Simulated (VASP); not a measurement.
These are PBEsol GGA, VASP's PBE PAW potentials (set 64) (plane waves; VASP 6.6.1) values and carry that method's errors.

The input files of a VASP run:

**INCAR**
```
SYSTEM = Ag2Al2
PREC = Accurate
ENCUT = 400
EDIFF = 1E-7
NELM = 100
ALGO = Normal
LREAL = .FALSE.
LASPH = .TRUE.
ISMEAR = 0
SIGMA = 0.05
GGA = PS
LMAXMIX = 4
LWAVE = .FALSE.
LCHARG = .FALSE.
LORBIT = 11
ICHARG = 11
```

**KPOINTS**
```
k-points along high-symmetry lines
12
Line-mode
Reciprocal
  0.000000   0.000000   0.000000 ! GAMMA
  0.000000   0.000000  -0.500000 ! T

  0.000000   0.000000  -0.500000 ! T
 -0.328125   0.328125  -0.500000 ! H_2

 -0.343750   0.328125  -0.187500 ! H_0
  0.000000   0.500000   0.500000 ! L

  0.000000   0.500000   0.500000 ! L
  0.000000   0.000000   0.000000 ! GAMMA

  0.000000   0.000000   0.000000 ! GAMMA
 -0.335938   0.335938   0.000000 ! S_0

 -0.335938   0.328125  -0.343750 ! S_2
 -0.500000   0.000000  -1.000000 ! F

 -0.500000   0.000000  -1.000000 ! F
  0.000000   0.000000   0.000000 ! GAMMA
```

**POSCAR**
```
Ag2Al2
2.9281130
  0.0000000000   0.7071067897   0.7071067897
  0.7071067897   0.0000000000   0.7071067897
  2.6698813334   2.6698813334   0.1585458255
Al Ag
2 2
direct
  0.9997803602   0.9997803602   0.0001647299
  0.0002196398   0.0002196398   0.2498352701
  0.0110732438   0.0110732438   0.4916950672
  0.9889267562   0.9889267562   0.7583049328
```

POTCAR, in this order: Al Ag (PBE.64 set). Program: vasp_std. Read from the step before: CHGCAR.

**Question.** What will the output report for the number of irreducible k-points (NKPTS), number of bands (NBANDS), largest plane-wave count, number of space-group operations, FFT grid (NGX, NGY, NGZ)?

**Answer.** 
```
Item                                           Value
--------------------------------------  ------------
number of irreducible k-points (NKPTS)            84
number of bands (NBANDS)                          18
largest plane-wave count                        1194
number of space-group operations                  12
FFT grid (NGX, NGY, NGZ)                20 × 20 × 72
```

The structure was generated: Ag2Al2 was put into an ordered model structure (R-3m), which need not be its known phase. It was relaxed first.
